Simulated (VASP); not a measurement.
# OGaF3H2 in VASP: further runs

One molecule, OGaF3H2, is run at these levels: PBE, PBE+TS, B3LYP+D3(BJ); tasks: single point, atomic charges, electron localisation function.

All numbers are computed with VASP 6.6.1; they aren't measurements. Logs are shortened: lines on timing, memory, paths and dates and some standing lists are left out, and cuts for length are marked.

## (1) The structure

The cell holds a molecule in a box, 7 atoms: a = 12.000 Å, b = 13.000 Å, c = 12.000 Å, α = 90.00°, β = 90.00°, γ = 90.00°.

## (2) Single point, PBE (atoms moved at random, drawn with an rms of 0.05 Å)

INCAR reads:

```
SYSTEM = GaH2OF3
PREC = Accurate ; ENCUT = 520
EDIFF = 1E-6 ; ISMEAR = 0
SIGMA = 0.01 ; LREAL = .FALSE.
LASPH = .TRUE. ; NELM = 60
ALGO = Normal ; ISIF = 2
LWAVE = .FALSE. ; LCHARG = .FALSE.
GGA = PE ; NBANDS = 30
```

KPOINTS reads:

```
Automatic mesh
0
G
  1 1 1
  0 0 0
```

POSCAR reads:

```
GaH2OF3
1.0
   12.0000000000      0.0000000000      0.0000000000
    0.0000000000     13.0000000000      0.0000000000
    0.0000000000      0.0000000000     12.0000000000
O Ga F H
1 1 3 2
Direct
    0.3968290000      0.5535370000      0.5445820000
    0.5194840000      0.4566280000      0.4792010000
    0.5601750000      0.4032430000      0.6091470000
    0.4480830000      0.3834240000      0.3818070000
    0.5987400000      0.5593020000      0.4248480000
    0.4044840000      0.5424550000      0.6236550000
    0.4261110000      0.6214470000      0.5281430000
```

Potentials or basis: VASP PAW PBE potentials, release 64 (O, Ga_d, F, H).

Started as:

```bash
$ cat potpaw_PBE.64/O/POTCAR potpaw_PBE.64/Ga_d/POTCAR potpaw_PBE.64/F/POTCAR potpaw_PBE.64/H/POTCAR > POTCAR
$ mpirun -np 1 vasp_gam > vasp.out
```

OUTCAR:

```text
SYSTEM = GaH2OF3
   PREC = Accurate
   ENCUT = 520
   EDIFF = 1E-6
   ISMEAR = 0
   LREAL = .FALSE.
   LASPH = .TRUE.
   NELM = 60
   ISIF = 2
   GGA = PE

 ion  position               nearest neighbor table
   1  0.397  0.554  0.545-   6 0.96   7 0.97   2 2.09
   2  0.519  0.457  0.479-   4 1.73   5 1.76   3 1.78   1 2.09
   3  0.560  0.403  0.609-   2 1.78
   4  0.448  0.383  0.382-   2 1.73
   5  0.599  0.559  0.425-   2 1.76
   6  0.404  0.542  0.624-   1 0.96
   7  0.426  0.621  0.528-   1 0.97

  LATTYP: Found a simple tetragonal cell.
 ALAT       =    12.0000000000
 C/A-ratio  =     1.0833333333

  Lattice vectors:

 A1 = ( -12.0000000000,   0.0000000000,   0.0000000000)
 A2 = (   0.0000000000,   0.0000000000,  12.0000000000)
 A3 = (   0.0000000000,  13.0000000000,   0.0000000000)

Analysis of symmetry for initial positions (statically):
=====================================================================
 Subroutine PRICEL returns:
 Original cell was already a primitive cell.

 Routine SETGRP: Setting up the symmetry group for a
 simple tetragonal supercell.

 Subroutine GETGRP returns: Found  1 space group operations
 (whereof  1 operations were pure point group operations)
 out of a pool of 16 trial point group operations.

The static configuration has the point symmetry C_1 .

Analysis of symmetry for dynamics (positions and initial velocities):
=====================================================================
 Subroutine PRICEL returns:
 Original cell was already a primitive cell.

 Routine SETGRP: Setting up the symmetry group for a
 simple tetragonal supercell.

 Subroutine GETGRP returns: Found  1 space group operations
 (whereof  1 operations were pure point group operations)
 out of a pool of 16 trial point group operations.

The dynamic configuration has the point symmetry C_1 .

 Subroutine INISYM returns: Found  1 space group operations
 (whereof  1 operations are pure point group operations),
 and found     1 'primitive' translations

----------------------------------------------------------------------------------------

                                     Primitive cell

  volume of cell :    1872.0000

  direct lattice vectors                    reciprocal lattice vectors
[... 75 lines left out ...]
   EDIFFG = 0.1E-04   stopping-criterion for IOM
   NSW    =      0    number of steps for IOM
   IBRION =     -1    ionic relax: 0-MD 1-quasi-New 2-CG
   NFREE  =      0    steps in history (QN), initial steepest desc. (CG)
   ISIF   =      2    stress and relaxation
   ISYM   =      2    0-nonsym 1-usesym 2-fastsym
   POTIM  = 0.5000    time-step for ionic-motion
   TEBEG  =    0.0;   TEEND  =   0.0 temperature during run
   PSTRESS=    0.0 pullay stress
   NELECT =      42.0000    total number of electrons
   NUPDOWN=      -1.0000    fix difference up-down
   EMIN   =  10.00;   EMAX   =-10.00  energy-range for DOS
   EFERMI =   0.00;   METHOD = LEGACY
   ISMEAR =     0;   SIGMA  =   0.01  broadening in eV -4-tet -1-fermi 0-gaus
   EFERMI_NEDOS =   21; number of points for ismear=-14 and -15
   IALGO  =     38    algorithm
   IMIX   =      4    mixing-type and parameters
     AMIX     =   0.40;   BMIX     =  1.00
     AMIX_MAG =   1.60;   BMIX_MAG =  1.00
  volume/ion in A,a.u.               =     267.43      1804.70
  Fermi-wavevector in a.u.,A,eV,Ry     =   0.461731  0.872546  2.900705  0.213196
  Thomas-Fermi vector in A             =   1.448934
   LORBIT       =      0    0 simple, 1 ext, 2 COOP (PROOUT), +10 PAW based schemes
   GGA     = PE    functional components
   LHFCALC =     F    Hartree Fock is set to
   AEXX    =    0.0000 exact exchange contribution
   IVDW    =     0    specifies the selected vdW correction
   LEPSILON=     F    determine dielectric tensor
   LRPA    =     F    only Hartree local field effects (RPA)
 non-spin polarized calculation
 Gauss-broadening in eV      SIGMA  =   0.01
  energy-cutoff  :      520.00
  volume of cell :     1872.00
 maximum number of plane-waves:     25235
 NGX is ok and might be reduce to    90
   NGX = 45   NGY = 49   NGZ = 45

 number of electron      42.0000006 magnetization

 Free energy of the ion-electron system (eV)
  ---------------------------------------------------
  ext. energy  EPLUGINS =         0.00000000
  ---------------------------------------------------
  free energy    TOTEN  =       -31.97326371 eV

  energy without entropy =      -31.97326371  energy(sigma->0) =      -31.97326371

 E-fermi :  -8.5708     XC(G=0):  -0.7242

 val. band max:       -8.6295729955   @ k =   0.0000   0.0000   0.0000
 cond. band min:      -2.3619112592   @ k =   0.0000   0.0000   0.0000
 fundamental gap:      6.2676617363
 Fermi energy:        -8.5707609005

 k-point     1 :       0.0000    0.0000    0.0000
  band No.  band energies     occupation
      1     -28.4514      2.00000
      2     -28.2041      2.00000
      3     -28.1635      2.00000
      4     -28.0940      2.00000
      5     -19.7623      2.00000
      6     -19.7569      2.00000
[... 22 lines left out ...]
     29       1.0493      0.00000
     30       1.1990      0.00000

------------------------ aborting loop because EDIFF is reached ----------------------------------------

  FORCE on cell =-STRESS in cart. coord.  units (eV):
  Direction    XX          YY          ZZ          XY          YZ          ZX
  --------------------------------------------------------------------------------------
  -------------------------------------------------------------------------------------
  Total        0.1371995      0.9617695      1.0394194      0.6938883      0.4601576      0.0864106
  in kB        0.1174241      0.8231439      0.8896016      0.5938740      0.3938323      0.0739557
  external PRESSURE =       0.6100565 kB  Pullay stress =       0.0000000 kB

 VOLUME and BASIS-vectors are now :
 -----------------------------------------------------------------------------
  energy-cutoff  :      520.00
  volume of cell :     1872.00
      direct lattice vectors                 reciprocal lattice vectors
    12.000000000  0.000000000  0.000000000     0.083333333  0.000000000  0.000000000
     0.000000000 13.000000000  0.000000000     0.000000000  0.076923077  0.000000000
     0.000000000  0.000000000 12.000000000     0.000000000  0.000000000  0.083333333

 POSITION                                       TOTAL-FORCE (eV/Angst)
 -----------------------------------------------------------------------------------
      4.76195      7.19598      6.53498         0.047944     -0.382816     -0.565598
      6.23381      5.93616      5.75041         0.121398      0.090770      0.299254
      6.72210      5.24216      7.30976        -0.066445      0.049852     -0.053472
      5.37700      4.98451      4.58168        -0.293444     -0.453458     -0.387462
      7.18488      7.27093      5.09818         0.185269      0.246124     -0.029852
      4.85381      7.05191      7.48386        -0.054226      0.034308      0.750343
      5.11333      8.07881      6.33772         0.059504      0.415220     -0.013214
 -----------------------------------------------------------------------------------
    total drift:                               -0.004670      0.000617     -0.001640

  FREE ENERGIE OF THE ION-ELECTRON SYSTEM (eV)
  ---------------------------------------------------
  free  energy   TOTEN  =       -31.9732637089 eV

  energy  without entropy=      -31.9732637089  energy(sigma->0) =      -31.97326371
```

Run time: 2 min. Hardware: 1 thread of Intel Xeon 6975P-C (Granite Rapids), shared host; peak memory 1.3 GiB.

Results:

```yaml
Free_energy: -31.9733 eV
Largest_force: 0.753 eV/Å
Gap_between_the_frontier_levels: 6.27 eV
```

Forces on the atoms (eV/Å):
```
O    0.048 -0.383 -0.566
Ga   0.121  0.091  0.299
F   -0.066  0.050 -0.053
F   -0.293 -0.453 -0.387
F    0.185  0.246 -0.030
H   -0.054  0.034  0.750
H    0.060  0.415 -0.013
```

(Continued in part 2 of 2.)
